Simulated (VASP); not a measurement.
Input:

```
HfC
1.0
    0.00000     2.32000     2.32000
    2.32000     0.00000     2.32000
    2.32000     2.32000     0.00000
Hf C
1 1
Direct
  0.00000   0.00000   0.00000
  0.50000   0.50000   0.50000
```

All values below come from vdW-DF-cx, VASP's PBE PAW potentials (set 64) (plane waves; VASP). Settings: 520 eV cut-off, 12×12×12 Γ-centred mesh, first-order Methfessel-Paxton smearing of 0.10 eV, potentials Hf_pv C.

### Question
The ions, cell shape and volume are relaxed. Predict the relaxed structure.

### Answer

```
HfC
1.0
    0.00000     2.30973     2.30973
    2.30973     0.00000     2.30973
    2.30973     2.30973     0.00000
Hf C
1 1
Direct
  0.00000   0.00000   0.00000
  0.50000   0.50000   0.50000
```
Space group Fm-3m (225), at a tolerance of 0.03 Å.

### Question
How do energy and volume change from the first to the last step?

### Answer
The energy (σ→0) changes by -1.7 meV/atom and the volume by -1.3 %, in 3 ionic steps.

| step | E(σ→0) (eV) | max force (eV/Å) | pressure (GPa) | volume (Å³) |
|---|---|---|---|---|
| 1 | -18.1264 | 0.000 | -3.28 | 24.97 |
| 2 | -18.1187 | 0.000 | 6.29 | 24.06 |
| 3 | -18.1299 | 0.000 | -0.04 | 24.64 |

The compound is HfC in the rock salt structure. This run relaxes it. Symmetry was kept, so distortions that lower it aren't found.
